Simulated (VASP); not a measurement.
Given:

```
GaN
1.0
    1.59949    -2.77040     0.00000
    1.59949     2.77040     0.00000
    0.00000     0.00000     5.21043
Ga N
2 2
Direct
  0.66667   0.33333   0.50012
  0.33333   0.66667   0.00012
  0.66667   0.33333   0.87688
  0.33333   0.66667   0.37688
```

All values below come from optB86b-vdW, VASP's PBE PAW potentials (set 64) (plane waves; VASP). Settings: 520 eV cut-off, 9×9×5 Γ-centred mesh, tetrahedra with Blöchl corrections, potentials Ga_d N.

Task: Estimate the energy per atom (σ→0), band gap (on the k-mesh) with the smallest direct gap where there is one.

Result: 
| Property | Value |
|---|---|
| band gap (on the k-mesh) | 1.84 eV |
| smallest direct gap (on the k-mesh) | 1.84 eV |
| energy per atom (σ→0) | -3.843 eV/atom |

Total energies compare only between runs with the same potentials, cut-off and functional.

The compound is GaN in the wurtzite structure. It was relaxed first.
